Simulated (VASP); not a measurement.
# Li4GeN2 (Imm2) in VASP: notebook

One crystal, Li4GeN2, is run at these levels: PBE; tasks: equation of state.

Everything below comes from runs of VASP 6.6.1. Logs are shortened: lines on timing, memory, paths and dates and some standing lists are left out, and cuts for length are marked.

### Step 1. The structure

It takes space group Imm2 (No. 44, orthorhombic). The conventional cell has a = 3.386 Å, b = 10.002 Å, c = 4.900 Å, α = 90.00°, β = 90.00°, γ = 90.00°. Li (site symmetry m) has 3 N at 2.07 to 2.36 Å and 3 Li at 2.33 to 2.36 Å as nearest neighbours. Li (site symmetry m) is surrounded by 3 N at 1.94 to 2.06 Å. Ge (site symmetry mm2) has 2 N at 1.85 Å as nearest neighbours. N (site symmetry m) has 1 Ge at 1.85 Å and 5 Li at 1.94 to 2.07 Å as nearest neighbours.

The cell was built by a generator and needn't be a form met in nature.

### Step 2. Equation of state, PBE, 11.85 Å³/atom

INCAR reads:

```
SYSTEM = Li4GeN2
PREC = Accurate
ENCUT = 520
EDIFF = 1E-6
ISMEAR = 0
SIGMA = 0.1
LREAL = .FALSE.
LASPH = .TRUE.
NELM = 100
ALGO = Normal
ISIF = 4
LWAVE = .FALSE.
LCHARG = .FALSE.
GGA = PE
IBRION = 2
NSW = 30
EDIFFG = -0.02
KPAR = 8
```

KPOINTS reads:

```
Automatic mesh
0
G
  10 10 10
  0 0 0
```

POSCAR reads:

```
Li4GeN2
1.0
   -1.6929800000      5.0011400000      2.4502300000
    1.6929800000     -5.0011400000      2.4502300000
    1.6929800000      5.0011400000     -2.4502300000
Li Ge N
4 1 2
Direct
    0.3737690000      0.7324740000      0.6412950000
    0.9638400000      0.2646140000      0.6992260000
    0.0911790000      0.7324740000      0.3587050000
    0.5653880000      0.2646140000      0.3007740000
    0.8000880000      0.8000880000      0.0000000000
    0.1508830000      0.9908720000      0.1600110000
    0.8308620000      0.9908720000      0.8399890000
```

Potentials or basis: VASP PAW PBE potentials, release 64 (Li_sv, Ge_d, N).

Command:

```sh
cat potpaw_PBE.64/Li_sv/POTCAR potpaw_PBE.64/Ge_d/POTCAR potpaw_PBE.64/N/POTCAR > POTCAR
mpirun -np 8 vasp_std > vasp.out
```

OUTCAR:

```text
SYSTEM = Li4GeN2
   PREC = Accurate
   ENCUT = 520
   EDIFF = 1E-6
   ISMEAR = 0
   LREAL = .FALSE.
   LASPH = .TRUE.
   NELM = 100
   ISIF = 4
   GGA = PE
   IBRION = 2
   NSW = 30
   EDIFFG = -0.02

 ion  position               nearest neighbor table
   1  0.374  0.732  0.641-   6 2.07   6 2.07   4 2.33   4 2.33   2 2.36
   2  0.964  0.265  0.699-   7 1.94   6 2.06   6 2.06   3 2.33   3 2.33   1 2.36   5 2.62   5 2.62

   3  0.091  0.732  0.359-   7 2.07   7 2.07   2 2.33   2 2.33   4 2.36
   4  0.565  0.265  0.301-   6 1.94   7 2.06   7 2.06   1 2.33   1 2.33   3 2.36   5 2.62   5 2.62

   5  0.800  0.800  0.000-   7 1.85   6 1.85   2 2.62   2 2.62   4 2.62   4 2.62
   6  0.151  0.991  0.160-   5 1.85   4 1.94   2 2.06   2 2.06   1 2.07   1 2.07
   7  0.831  0.991  0.840-   5 1.85   2 1.94   4 2.06   4 2.06   3 2.07   3 2.07

  LATTYP: Found a body centered orthorhombic cell.
 ALAT       =     3.3859600000
 B/A-ratio  =     1.4472882137
 C/A-ratio  =     2.9540455292

  Lattice vectors:

 A1 = (  -1.6929800000,   5.0011400000,  -2.4502300000)
 A2 = (   1.6929800000,   5.0011400000,   2.4502300000)
 A3 = (   1.6929800000,  -5.0011400000,  -2.4502300000)

Analysis of symmetry for initial positions (statically):
=====================================================================
 Subroutine PRICEL returns:
 Original cell was already a primitive cell.

 Routine SETGRP: Setting up the symmetry group for a
 body centered orthorhombic supercell.

 Subroutine GETGRP returns: Found  4 space group operations
 (whereof  4 operations were pure point group operations)
 out of a pool of  8 trial point group operations.

The static configuration has the point symmetry C_2v.

Analysis of symmetry for dynamics (positions and initial velocities):
=====================================================================
 Subroutine PRICEL returns:
 Original cell was already a primitive cell.

 Routine SETGRP: Setting up the symmetry group for a
 body centered orthorhombic supercell.

 Subroutine GETGRP returns: Found  4 space group operations
 (whereof  4 operations were pure point group operations)
 out of a pool of  8 trial point group operations.

The dynamic configuration has the point symmetry C_2v.

 Subroutine INISYM returns: Found  4 space group operations
 (whereof  4 operations are pure point group operations),
 and found     1 'primitive' translations

----------------------------------------------------------------------------------------

                                     Primitive cell

  volume of cell :      82.9827

  direct lattice vectors                    reciprocal lattice vectors
    -1.692980000  5.001140000  2.450230000     0.000000000  0.099977205  0.204062476
     1.692980000 -5.001140000  2.450230000     0.295337216  0.000000000  0.204062476
     1.692980000  5.001140000 -2.450230000     0.295337216  0.099977205  0.000000000

  length of vectors
     5.820756792  5.820756792  5.820756792     0.227237619  0.358978502  0.311800437

  position of ions in fractional coordinates (direct lattice)
     0.373769000  0.732474000  0.641295000
     0.963840000  0.264614000  0.699226000
     0.091179000  0.732474000  0.358705000
     0.565388000  0.264614000  0.300774000
     0.800088000  0.800088000  0.000000000
     0.150883000  0.990872000  0.160011000
     0.830862000  0.990872000  0.839989000

  ion indices of the primitive-cell ions
   primitive index   ion index
                 1           1
                 2           2
                 3           3
                 4           4
                 5           5
                 6           6
                 7           7

----------------------------------------------------------------------------------------

 KPOINTS: Automatic mesh

Automatic generation of k-mesh.
 Grid dimensions read from file:
 generate k-points for:   10   10   10

 Generating k-lattice:

  Cartesian coordinates                     Fractional coordinates (reciprocal lattice)
     0.000000000  0.009997721  0.020406248     0.100000000  0.000000000  0.000000000
     0.029533722  0.000000000  0.020406248     0.000000000  0.100000000 -0.000000000
     0.029533722  0.009997721  0.000000000     0.000000000 -0.000000000  0.100000000

  Length of vectors
     0.022723762  0.035897850  0.031180044

  Shift w.r.t. Gamma in fractional coordinates (k-lattice)
     0.000000000  0.000000000  0.000000000

 Subroutine IBZKPT returns following result:
 ===========================================

 Found    171 irreducible k-points:

 Following reciprocal coordinates:
            Coordinates               Weight
  0.000000  0.000000  0.000000      1.000000
  0.100000  0.000000 -0.000000      4.000000
  0.200000  0.000000 -0.000000      4.000000
  0.300000 -0.000000  0.000000      4.000000
  0.400000 -0.000000  0.000000      4.000000
  0.500000  0.000000  0.000000      2.000000
[... 16 lines left out ...]
 -0.400000  0.200000 -0.000000      8.000000
 -0.300000  0.200000 -0.000000      8.000000
 [... further k-points ...]
   k-points           NKPTS =    171   k-points in BZ     NKDIM =    171   number of bands    NBANDS=     22
   number of dos      NEDOS =    301   number of ions     NIONS =      7
   total plane-waves  NPLWV = 110592
   dimension x,y,z NGX =    48 NGY =   48 NGZ =   48
   dimension x,y,z NGXF=    96 NGYF=   96 NGZF=   96
   ions per type =               4   1   2
   NGX,Y,Z   is equivalent  to a cutoff of  13.71, 13.71, 13.71 a.u.
   NGXF,Y,Z  is equivalent  to a cutoff of  27.42, 27.42, 27.42 a.u.
 SYSTEM =  Li4GeN2
   PREC   = accura    normal or accurate (medium, high low for compatibility)
   ISTART =      0    job   : 0-new  1-cont  2-samecut
   ICHARG =      2    charge: 1-file 2-atom 10-const
   ISPIN  =      1    spin polarized calculation?
   LNONCOLLINEAR =      F non collinear calculations
   LSORBIT =      F    spin-orbit coupling
   LASPH  =      T    aspherical Exc in radial PAW
   ENCUT  =  520.0 eV  38.22 Ry    6.18 a.u.  10.82 10.82 10.82*2*pi/ulx,y,z
   NELM   =    100;   NELMIN=  2; NELMDL= -5     # of ELM steps
   EDIFF  = 0.1E-05   stopping-criterion for ELM
   LREAL  =      F    real-space projection
   EDIFFG = -.2E-01   stopping-criterion for IOM
   NSW    =     30    number of steps for IOM
   IBRION =      2    ionic relax: 0-MD 1-quasi-New 2-CG
   NFREE  =      1    steps in history (QN), initial steepest desc. (CG)
   ISIF   =      4    stress and relaxation
   ISYM   =      2    0-nonsym 1-usesym 2-fastsym
   POTIM  = 0.5000    time-step for ionic-motion
   TEBEG  =    0.0;   TEEND  =   0.0 temperature during run
   PSTRESS=    0.0 pullay stress
   NELECT =      36.0000    total number of electrons
   NUPDOWN=      -1.0000    fix difference up-down
   EMIN   =  10.00;   EMAX   =-10.00  energy-range for DOS
   EFERMI =   0.00;   METHOD = LEGACY
   ISMEAR =     0;   SIGMA  =   0.10  broadening in eV -4-tet -1-fermi 0-gaus
   EFERMI_NEDOS =   21; number of points for ismear=-14 and -15
   IALGO  =     38    algorithm
   IMIX   =      4    mixing-type and parameters
     AMIX     =   0.40;   BMIX     =  1.00
     AMIX_MAG =   1.60;   BMIX_MAG =  1.00
  volume/ion in A,a.u.               =      11.85        80.00
  Fermi-wavevector in a.u.,A,eV,Ry     =   1.239309  2.341955 20.897025  1.535888
  Thomas-Fermi vector in A             =   2.373798
   LORBIT       =      0    0 simple, 1 ext, 2 COOP (PROOUT), +10 PAW based schemes
   GGA     = PE    functional components
   LHFCALC =     F    Hartree Fock is set to
   AEXX    =    0.0000 exact exchange contribution
   IVDW    =     0    specifies the selected vdW correction
   LEPSILON=     F    determine dielectric tensor
   LRPA    =     F    only Hartree local field effects (RPA)
 conjugate gradient relaxation of ions
 non-spin polarized calculation
 Gauss-broadening in eV      SIGMA  =   0.10
  energy-cutoff  :      520.00
  volume of cell :       82.98
 maximum number of plane-waves:      2257
 NGX is ok and might be reduce to    48
   NGX = 21   NGY = 21   NGZ = 21

 number of electron      35.9999998 magnetization

 Free energy of the ion-electron system (eV)
  ---------------------------------------------------
  ext. energy  EPLUGINS =         0.00000000
  ---------------------------------------------------
  free energy    TOTEN  =       -31.39660574 eV

  energy without entropy =      -31.39243180  energy(sigma->0) =      -31.39451877

 E-fermi :   2.9426     XC(G=0):  -9.3027

 val. band max:        2.9198661602   @ k =   0.3000   0.2000   0.2000
 cond. band min:       2.9477196311   @ k =   0.2000   0.5000   0.0000
 fundamental gap:      0.0278534709
 Fermi energy:         2.9425850620

 k-point     1 :       0.0000    0.0000    0.0000
  band No.  band energies     occupation
      1     -42.3633      2.00000
      2     -42.3457      2.00000
      3     -41.7181      2.00000
      4     -41.7142      2.00000
      5     -21.1823      2.00000
      6     -21.0933      2.00000
[... 14 lines left out ...]
     21       7.4993      0.00000
     22       8.0313      0.00000

 k-point     2 :       0.1000    0.0000   -0.0000
  band No.  band energies     occupation
      1     -42.3629      2.00000
      2     -42.3460      2.00000
      3     -41.7182      2.00000
      4     -41.7144      2.00000
      5     -21.1823      2.00000
      6     -21.0933      2.00000
[... 14 lines left out ...]
     21       7.7740      0.00000
     22       8.0118      0.00000
[... 523 lines left out ...]
     21       6.9038      0.00000
     22       8.7355      0.00000

 k-point    24 :      -0.3000    0.2000   -0.0000
  band No.  band energies     occupation
      1     -42.3591      2.00000
      2     -42.3456      2.00000
      3     -41.7180      2.00000
      4     -41.7151      2.00000
      5     -21.1728      2.00000
      6     -21.0965      2.00000
[... 14 lines left out ...]
     21       6.9587      0.00000
     22       8.8094      0.00000

 [... further k-points ...]

------------------------ aborting loop because EDIFF is reached ----------------------------------------

  FORCE on cell =-STRESS in cart. coord.  units (eV):
  Direction    XX          YY          ZZ          XY          YZ          ZX
  --------------------------------------------------------------------------------------
  -------------------------------------------------------------------------------------
  Total       -0.0183623      0.0412603     -0.0084374      0.0000000      0.0000000      0.0000000
  in kB       -0.3545267      0.7966281     -0.1629042      0.0000000      0.0000000      0.0000000
  external PRESSURE =       0.0930657 kB  Pullay stress =       0.0000000 kB

 VOLUME and BASIS-vectors are now :
 -----------------------------------------------------------------------------
  energy-cutoff  :      520.00
  volume of cell :       82.98
      direct lattice vectors                 reciprocal lattice vectors
    -1.692980000  5.001140000  2.450230000     0.000000000  0.099977205  0.204062476
     1.692980000 -5.001140000  2.450230000     0.295337216  0.000000000  0.204062476
     1.692980000  5.001140000 -2.450230000     0.295337216  0.099977205  0.000000000

 POSITION                                       TOTAL-FORCE (eV/Angst)
 -----------------------------------------------------------------------------------
      1.69298      1.41327      1.13923         0.000000     -0.001012      0.002789
      0.00000      6.99385      1.29673         0.000000     -0.001475      0.000608
      1.69298     -1.41327      1.13923         0.000000      0.001012      0.002789
      0.00000      3.00843      1.29673         0.000000      0.001475      0.000608
      0.00000      0.00000      3.92080        -0.000000      0.000000     -0.002815
      1.69298     -3.40067      2.40550        -0.000000     -0.003065     -0.001990
      1.69298      3.40067      2.40550        -0.000000      0.003065     -0.001990
 -----------------------------------------------------------------------------------
    total drift:                                0.001288     -0.003285     -0.000832

  FREE ENERGIE OF THE ION-ELECTRON SYSTEM (eV)
  ---------------------------------------------------
  free  energy   TOTEN  =       -31.3966057361 eV

  energy  without entropy=      -31.3924317986  energy(sigma->0) =      -31.39451877

 reached required accuracy - stopping structural energy minimisation
```

Run time: 85 s. Hardware: 8 MPI ranks of Intel Xeon Platinum 8488C (Sapphire Rapids), shared host; peak memory 0.54 GiB.

The run converged, but some of its settings lie outside the range that counts as converged, so its numbers aren't taken as properties of the crystal.

Results:

- Free energy: -31.3966 eV
- Largest force: 0.004 eV/Å
- Band gap on the k mesh: none (metal or under the smearing width)

Caveat: the cutoff is under 1.25 times the usual one of these potentials, so pressure, stress and relaxed cells hold a basis-set (Pulay) error.

### Step 3. Equation of state, PBE, 11.50 Å³/atom (volume scaled by 0.97)

INCAR is that of step 2.

KPOINTS is that of step 2.

POSCAR: that of step 2 with these lines changed.

```diff
@@ -2,5 +2,5 @@
 1.0
-   -1.6929800000      5.0011400000      2.4502300000
-    1.6929800000     -5.0011400000      2.4502300000
-    1.6929800000      5.0011400000     -2.4502300000
+   -1.6758780227      4.9506199803      2.4254785098
+    1.6758780227     -4.9506199803      2.4254785098
+    1.6758780227      4.9506199803     -2.4254785098
 Li Ge N
```

Potentials or basis: VASP PAW PBE potentials, release 64 (Li_sv, Ge_d, N).

Command:

```sh
cat potpaw_PBE.64/Li_sv/POTCAR potpaw_PBE.64/Ge_d/POTCAR potpaw_PBE.64/N/POTCAR > POTCAR
mpirun -np 8 vasp_std > vasp.out
```

Run time: 6.2 min. Hardware: 8 MPI ranks of Intel Xeon Platinum 8488C (Sapphire Rapids), shared host; peak memory 0.55 GiB.

The run converged, but some of its settings lie outside the range that counts as converged, so its numbers aren't taken as properties of the crystal.

What came out:

| Item | Value |
| --- | --- |
| Free energy | -31.3839 eV |
| Largest force | 0.017 eV/Å |
| Band gap on the k mesh | none (metal or under the smearing width) |

Caveat: the cutoff is under 1.25 times the usual one of these potentials, so pressure, stress and relaxed cells hold a basis-set (Pulay) error.

(Continued in part 2 of 2.)
